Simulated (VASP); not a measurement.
Input of a VASP 6.6.1 run:

INCAR

```
SYSTEM = Al15CoN16
PREC     = Accurate       ! precision mode
ENCUT    = 450            ! plane-wave cutoff, eV
EDIFF    = 1E-5           ! SCF threshold, eV
ISMEAR   = 0              ! smearing method
SIGMA    = 0.03           ! smearing width, eV
LREAL    = Auto         
LASPH    = .TRUE.         ! aspherical terms in the spheres
NELM     = 120            ! most SCF steps
ALGO     = Normal         ! electronic algorithm
ISIF     = 2              ! what is computed and relaxed
LWAVE    = .FALSE.        ! write WAVECAR
LCHARG   = .FALSE.        ! write CHGCAR
ISPIN    = 2              ! spin polarisation
MAGMOM   = 4 0 0 0 0 0 0 0 0 0 0 0 0 0 0 0 0 0 0 0 0 0 0 0 0 0 0 0 0 0 0 0 ! initial moments
LORBIT   = 11             ! projections on sites
NUPDOWN  = 4              ! fixed moment
LMAXMIX  = 4              ! l up to which the mixer works
GGA      = PS             ! functional
ISYM     = 0            
KPAR     = 4
```

KPOINTS

```
regular mesh
0
G
  3 3 2
  0 0 0
```

The input POSCAR:

```
Al15CoN16                               
1.0
    6.2200008610      0.0000000000      0.0000000000
   -3.1100004305      5.3866787572      0.0000000000
    0.0000000000      0.0000000000      9.9600000000
  Co              Al              N             
     1    15    16
Direct
     0.3335150572688744    0.1663755169419767    0.9998826939994846
     0.3339535781045957    0.1670158651185435    0.4998697030027484
     0.3366598890282583    0.6685181688654034    0.0018538401508738
     0.3341994603497865    0.6672114795026574    0.5006177264790899
     0.8343903716200416    0.1680711687371176    0.0010245544753325
     0.8339570074391978    0.1671017853941122    0.5006365401659967
     0.8334859880083215    0.6686999138763133    0.0018346977516030
     0.8343298570817061    0.6674419446799869    0.5006271404586966
     0.1663442451631141    0.3330964599483605    0.2506446440679388
     0.1673103338820413    0.3343633059753276    0.7497178173203156
     0.1664655937802767    0.8317290811033927    0.2512676089924623
     0.1676576386790801    0.8350679180707820    0.7504424440365165
     0.6673258169883116    0.3334967227496317    0.2506740109312909
     0.6671965720387122    0.3343281110048445    0.7496692619673891
     0.6674634850786823    0.8340452906630471    0.2511883163070791
     0.6672677813291436    0.8343431051235438    0.7505926733097112
     0.3327301592354257    0.1649976532521527    0.1956264461206569
     0.3339224575221131    0.1677087164222258    0.6908443634938422
     0.3343584963945858    0.6665835419000586    0.1922918017956608
     0.3342364022244204    0.6682424710975493    0.6914118008476653
     0.8337400963490899    0.1672767511027923    0.1915600704443420
     0.8336478059097927    0.1671291053843214    0.6911850688616348
     0.8334994335060025    0.6668823857452615    0.1922653317666768
     0.8342260415405530    0.6682522545951263    0.6913954958322966
     0.1670977020817193    0.3339382863391847    0.4416949143222301
     0.1666252683979544    0.3390567497497745    0.9399724348822869
     0.1673026540344565    0.8332381141653751    0.4418671465487250
     0.1651579760598520    0.8284619208689489    0.9419648498495178
     0.6677569277667116    0.3341250891194256    0.4417571357245976
     0.6735604217256936    0.3392008385154296    0.9397812654795034
     0.6675487780056344    0.8339576034306898    0.4417184959100438
     0.6685667034058373    0.8356266805566245    0.9417017047037980
```

Potentials or basis: VASP PAW PBE potentials, release 64 (Co, Al, N).

Launch:

```console
$ cat potpaw_PBE.64/Co/POTCAR potpaw_PBE.64/Al/POTCAR potpaw_PBE.64/N/POTCAR > POTCAR
$ mpirun -np 4 vasp_std > vasp.out
```

Q: Estimate the largest force.

A: 0.245 eV/Å.

Forces on the atoms (eV/Å):
```
Co   0.021  0.131  0.117
Al  -0.006  0.007 -0.007
Al   0.036  0.053  0.059
Al   0.008 -0.002  0.001
Al   0.002 -0.037  0.025
Al  -0.004  0.009 -0.018
Al  -0.036  0.042  0.053
Al  -0.019 -0.010  0.001
Al   0.011  0.049 -0.005
Al   0.042  0.003 -0.003
Al  -0.003 -0.033 -0.065
Al   0.004 -0.010  0.032
Al  -0.002  0.029 -0.004
Al  -0.034  0.010 -0.006
Al   0.001 -0.011 -0.014
Al   0.011 -0.008  0.019
N    0.010  0.103  0.027
N    0.003 -0.003 -0.023
N   -0.002 -0.008 -0.014
N    0.023 -0.007 -0.006
N    0.008 -0.021  0.001
N    0.007  0.008  0.020
N   -0.007 -0.013 -0.012
N   -0.007 -0.001 -0.004
N   -0.013  0.003  0.013
N   -0.099 -0.112  0.012
N   -0.008 -0.010  0.014
N   -0.022 -0.063 -0.235
N    0.014  0.001  0.006
N    0.076 -0.114  0.038
N   -0.004  0.006  0.011
N   -0.011  0.008 -0.032
```

Caveat: the k mesh is coarse (spacing up to 0.39 Å⁻¹), so the values aren't converged; the PAW data sets were made with another functional, which shifts forces and pressure a little; the total moment is fixed, so each spin has its own Fermi level.
